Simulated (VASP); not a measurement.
Here is the system:

```
CELL_PARAMETERS angstrom
      0.00000     2.26000     2.26000
      2.26000     0.00000     2.26000
      2.26000     2.26000     0.00000
ATOMIC_POSITIONS crystal
  Hf 0.00000 0.00000 0.00000
  N  0.50000 0.50000 0.50000
```

These are PBE GGA, VASP's PBE PAW potentials (set 64) (plane waves; VASP) values and carry that method's errors. Settings: LASPH = .FALSE., 520 eV cut-off, 13×13×13 Γ-centred mesh, first-order Methfessel-Paxton smearing of 0.10 eV, potentials Hf_pv N.

Problem. Give the stress tensor in GPa (positive for a compressed cell).

Solution. 
```
2.62  0.00  0.00
0.00  2.62  0.00
0.00  0.00  2.62
```
The pressure is its mean diagonal, 2.62 GPa.

The compound is HfN in the rock salt structure. The cell was not relaxed at this level. The run is one of a series of settings (LASPH = .FALSE. against the base run), some of them coarse on purpose. The electron count is odd and the run is not spin-polarised, which forces a metal.
